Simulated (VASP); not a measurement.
## VASP 6.6.1 run: KMgI₃

INCAR

```
ENCUT = 120
IBRION = -1
EDIFF = 1E-7
LASPH = .TRUE.
ISMEAR = -1
LREAL = .FALSE.
ISIF = 2
NELM = 62
NSW = 0
NBANDS = 24
LCHARG = .FALSE.
LWAVE = .FALSE.
SIGMA = 0.02
GGA = PE
PREC = Accurate
```

KPOINTS

```
KPOINTS created by Atomic Simulation Environment
0
Gamma
4 4 4
0 0 0
```

POSCAR

```
K  Mg I
 1.0000000000000000
     5.8138566057811820   -0.0000000000000000    0.0000000000000000
    -0.0000000000000000    5.8138566057811820    0.0000000000000000
    -0.0000000000000000    0.0000000000000000    5.8138566057811820
 K   Mg  I
   1   1   3
Cartesian
 -0.0000000000000000 -0.0000000000000000  0.0000000000000000
  2.9069283028905910  2.9069283028905910  2.9069283028905910
  2.9069283028905910  2.9069283028905910  0.0000000000000000
  2.9069283028905910 -0.0000000000000000  2.9069283028905910
 -0.0000000000000000  2.9069283028905910  2.9069283028905910
```

The recommended PBE PAW datasets give the neutral cell 32 valence electrons.

Command

```
mpirun -np 1 vasp_std
```

OSZICAR

```
N       E                     dE             d eps       ncg     rms          rms(c)
DAV:   1     0.739424102911E+02    0.73942E+02   -0.53860E+03   544   0.349E+02
DAV:   2    -0.844190374413E+01   -0.82384E+02   -0.79803E+02   624   0.113E+02
DAV:   3    -0.125596441173E+02   -0.41177E+01   -0.41108E+01   640   0.258E+01
DAV:   4    -0.126012747923E+02   -0.41631E-01   -0.41628E-01   536   0.285E+00
DAV:   5    -0.126020616944E+02   -0.78690E-03   -0.78689E-03   664   0.330E-01    0.578E+01
DAV:   6    -0.119256556552E+02    0.67641E+00   -0.64111E-01   552   0.472E+00    0.306E+01
DAV:   7    -0.117778700754E+02    0.14779E+00   -0.79746E-01   536   0.383E+00    0.296E+00
DAV:   8    -0.117777555731E+02    0.11450E-03   -0.34356E-02   520   0.771E-01    0.406E-01
DAV:   9    -0.117774088822E+02    0.34669E-03   -0.87334E-04   608   0.127E-01    0.103E-01
DAV:  10    -0.117774192408E+02   -0.10359E-04   -0.79484E-04   592   0.102E-01    0.719E-02
DAV:  11    -0.117774098368E+02    0.94040E-05   -0.63713E-05   584   0.302E-02    0.302E-02
DAV:  12    -0.117774104497E+02   -0.61290E-06   -0.13044E-05   584   0.166E-02    0.108E-02
DAV:  13    -0.117774102533E+02    0.19640E-06   -0.33075E-07   608   0.250E-03    0.395E-03
DAV:  14    -0.117774103537E+02   -0.10042E-06   -0.22585E-07   536   0.163E-03    0.185E-03
DAV:  15    -0.117774103186E+02    0.35113E-07   -0.12268E-08   440   0.504E-04
   1 F= -.11777410E+02 E0= -.11777410E+02  d E =-.146375E-11
```

It converged. Results: gap between bands v and c on the k mesh 1.18 eV; least direct gap on the k mesh 1.67 eV; pressure -17.9 GPa. Band v is the last that the valence electrons fill when counted band by band, and c is the next.

Question: What is wrong with this input?

Answer: Cutoff far too low. On sound settings PBE gives a gap of 1.21 eV on its mesh and a pressure of 0.4 GPa for the intended cell. This run's energy (σ→0) differs from it by 204 meV an atom.
